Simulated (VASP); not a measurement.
Computed with PBE GGA, VASP's PBE PAW potentials (set 64) (plane waves; VASP).

Input for VASP

### INCAR
```
! general
SYSTEM  = PbF2
PREC    = Accurate
ENCUT   = 520
LREAL   = .FALSE.
LASPH   = .TRUE.
NBANDS  = 36

! electronic loop
EDIFF   = 1E-6
NELM    = 100
ALGO    = Normal
LMAXMIX = 4

! smearing
ISMEAR  = 0
SIGMA   = 0.05

! functional
GGA     = PE

! ions
ISIF    = 2

! output
LWAVE   = .FALSE.
LCHARG  = .FALSE.
```

POSCAR:
```
PbF2
1
    0.0000000000     3.0431130000     2.9508720000
    3.0474610000     0.0000000000     2.9508720000
    3.0474610000     3.0431130000     0.0000000000
Pb F
1 2
Direct
  0.0000000000   0.0000000000   0.0000000000
  0.2500000000   0.2500000000   0.2500000000
  0.7370490000   0.7629510000   0.7629510000
```

### KPOINTS
```
Automatic mesh
0
Gamma
6 6 6
0 0 0
```

POTCAR, in this order: Pb_d F (PBE.64 set). Program: vasp_std.

The resulting files:

**OSZICAR**
```
       N       E                     dE             d eps       ncg     rms          rms(c)
DAV:   1     0.287458427807E+03    0.28746E+03   -0.12720E+04  5132   0.873E+02
DAV:   2     0.127014095447E+02   -0.27476E+03   -0.24728E+03  5204   0.292E+02
DAV:   3    -0.156058407178E+02   -0.28307E+02   -0.27887E+02  5744   0.896E+01
DAV:   4    -0.163672386255E+02   -0.76140E+00   -0.76066E+00  5972   0.146E+01
DAV:   5    -0.163851467285E+02   -0.17908E-01   -0.17906E-01  6164   0.240E+00    0.812E+00
DAV:   6    -0.143590873349E+02    0.20261E+01   -0.60948E+00  6936   0.136E+01    0.275E+00
DAV:   7    -0.143491379714E+02    0.99494E-02   -0.40347E-01  5612   0.247E+00    0.164E+00
DAV:   8    -0.143432343903E+02    0.59036E-02   -0.12989E-01  5608   0.229E+00    0.777E-01
DAV:   9    -0.143360175963E+02    0.72168E-02   -0.20819E-02  5532   0.695E-01    0.117E-01
DAV:  10    -0.143372957040E+02   -0.12781E-02   -0.17787E-03  5176   0.285E-01    0.576E-02
DAV:  11    -0.143371749662E+02    0.12074E-03   -0.23390E-04  5932   0.106E-01    0.205E-02
DAV:  12    -0.143371846072E+02   -0.96409E-05   -0.30082E-05  5288   0.323E-02    0.978E-03
DAV:  13    -0.143371843591E+02    0.24811E-06   -0.45142E-06  5264   0.118E-02
   1 F= -.14337184E+02 E0= -.14337184E+02  d E =-.598110E-13
```

File OUTCAR:
```
------------------------ aborting loop because EDIFF is reached ----------------------------------------
  FORCE on cell =-STRESS in cart. coord.  units (eV):
  Direction    XX          YY          ZZ          XY          YZ          ZX
  --------------------------------------------------------------------------------------
  Total       -0.5360326     -0.5306233      0.0330776      0.0000000      0.1446238      0.0000000
  in kB      -15.6915265    -15.5331766      0.9682944      0.0000000      4.2336396      0.0000000
  external PRESSURE =     -10.0854696 kB  Pullay stress =       0.0000000 kB
  volume of cell :       54.73
      direct lattice vectors                 reciprocal lattice vectors
     0.000000000  3.043113000  2.950872000    -0.164071009  0.164305433  0.169441440
     3.047461000  0.000000000  2.950872000     0.164071009 -0.164305433  0.169441440
     3.047461000  3.043113000  0.000000000     0.164071009  0.164305433 -0.169441440
 POSITION                                       TOTAL-FORCE (eV/Angst)
 -----------------------------------------------------------------------------------
      0.00000      0.00000      0.00000         0.031857      0.000000     -0.000000
      1.52373      1.52156      1.47544         0.124693      0.000000      0.000000
      4.65013      4.56467      4.42631        -0.156550      0.000000      0.000000
 -----------------------------------------------------------------------------------
    total drift:                                0.000759     -0.000000     -0.000001
  FREE ENERGIE OF THE ION-ELECTRON SYSTEM (eV)
  ---------------------------------------------------
  free  energy   TOTEN  =       -14.3371843591 eV

  energy  without entropy=      -14.3371843591  energy(sigma->0) =      -14.33718436
```
(Selected blocks of OUTCAR.)

The compound is PbF2 in the fluorite structure, the β form. The cell was not relaxed at this level, atoms are displaced from their ideal sites. The run is one of a series of settings (NBANDS = 36 against the base run), some of them coarse on purpose.
